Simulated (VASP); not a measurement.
Consider the following.

```
CELL_PARAMETERS angstrom
      2.19150    -3.79578     0.00000
      2.19150     3.79578     0.00000
      0.00000     0.00000     5.90455
ATOMIC_POSITIONS crystal
  Te 0.00000 0.26452 0.66667
  Te 0.73548 0.73548 0.00000
  Te 0.26452 0.00000 0.33333
```

Computed with TPSS meta-GGA, VASP's PBE PAW potentials (set 64) (plane waves; VASP 6.6.1). Run with 520 eV cut-off, 6×6×4 Γ-centred mesh, Gaussian smearing of 0.050 eV, potentials Te.

**Question.** The ions and cell shape at fixed volume are relaxed. Give the cell that the relaxation ends in.

**Answer.** 
```
CELL_PARAMETERS angstrom
      2.16447    -3.74897     0.00000
      2.16447     3.74897     0.00000
      0.00000     0.00000     6.05294
ATOMIC_POSITIONS crystal
  Te 0.00000 0.27529 0.66667
  Te 0.72471 0.72471 0.00000
  Te 0.27529 0.00000 0.33333
```
Space group P3_121 (152), at a tolerance of 0.03 Å.

**Question.** How much energy does the relaxation gain?

**Answer.** The energy (σ→0) changes by -11.2 meV/atom, in 4 ionic steps.

| step | E(σ→0) (eV) | max force (eV/Å) | pressure (GPa) | volume (Å³) |
|---|---|---|---|---|
| 1 | -33.1967 | 0.370 | 3.32 | 98.23 |
| 2 | -33.2184 | 0.208 | 2.58 | 98.23 |
| 3 | -33.2283 | 0.073 | 1.18 | 98.23 |
| 4 | -33.2302 | 0.008 | 1.52 | 98.23 |

The compound is Te in the trig structure. This cell is one point of a volume scan, at 0.94 of the reference volume. Symmetry was kept, so distortions that lower it aren't found.
